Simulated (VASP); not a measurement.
Given:

```
AlTi
1.0
    2.83000     0.00000     0.00000
    0.00000     2.83000     0.00000
    0.00000     0.00000     4.07000
Ti Al
1 1
Cartesian
  0.00000   0.00000   0.00000
  1.41500   1.41500   2.03500
```

Level of theory: PBEsol GGA, VASP's PBE PAW potentials (set 64) (plane waves; VASP). Run with 400 eV cut-off, 12×12×8 Γ-centred mesh, first-order Methfessel-Paxton smearing of 0.10 eV, potentials Ti_sv Al.

Energy and stress use the plane-wave basis of the starting cell.

Task: The ions, cell shape and volume are relaxed. Which structure does the run end with?

Result: 
```
AlTi
1.0
    2.79754     0.00000     0.00000
    0.00000     2.79754     0.00000
    0.00000     0.00000     4.02398
Ti Al
1 1
Direct
  0.00000   0.00000   0.00000
  0.50000   0.50000   0.50000
```
Space group P4/mmm (123), at a tolerance of 0.03 Å.

Task: How do energy and volume change from the first to the last step?

Result: The energy (σ→0) changes by -7.0 meV/atom and the volume by -3.4 %, in 3 ionic steps.

The compound is TiAl in the L1_0 structure. This run relaxes it. Symmetry was kept, so distortions that lower it aren't found. The electron count is odd and the run is not spin-polarised, which forces a metal.
